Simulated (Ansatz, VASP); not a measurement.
One calculation of Rh2Cl, two programs

```
Rh Cl
1.0
     0.00000    2.88170    2.88170
     2.88170    0.00000    2.88170
     2.88170    2.88170    0.00000
Rh Cl
2 1
Cartesian
  1.4409 1.4409 1.4409
  4.3226 4.3226 4.3226
  0.0000 0.0000 0.0000
```

Alike in both runs: functional PBE; k mesh 6 × 6 × 6; occupations gaussian, width 0.1 eV; no spin polarisation.

Ansatz relaxed the structure, and its values are those at the end. VASP's run is a single point on that final structure, the one shown.

```csv
,VASP,Ansatz
version,VASP 6.6.1,Ansatz 0.2.0
potentials or method,"VASP PAW PBE potentials, release 64 (Rh_pv, Cl)","scalar-relativistic, plane waves, PAW"
plane-wave cutoff (eV),520,420
valence electrons in the cell,37,41
```

VASP gave:

- gap on the k mesh at the Fermi level (eV): none
- pressure (GPa): 0.3

Estimate Ansatz's values.

gap on the k mesh at the Fermi level (eV): none; pressure (GPa): 0.1.

A gap of «none» marks a metal or a gap that the smearing closes. The two sets of potentials don't hold the same shells in valence.

Caveats: an odd number of electrons without spin polarisation forces a metal; a magnetic or distorted state may lie lower.
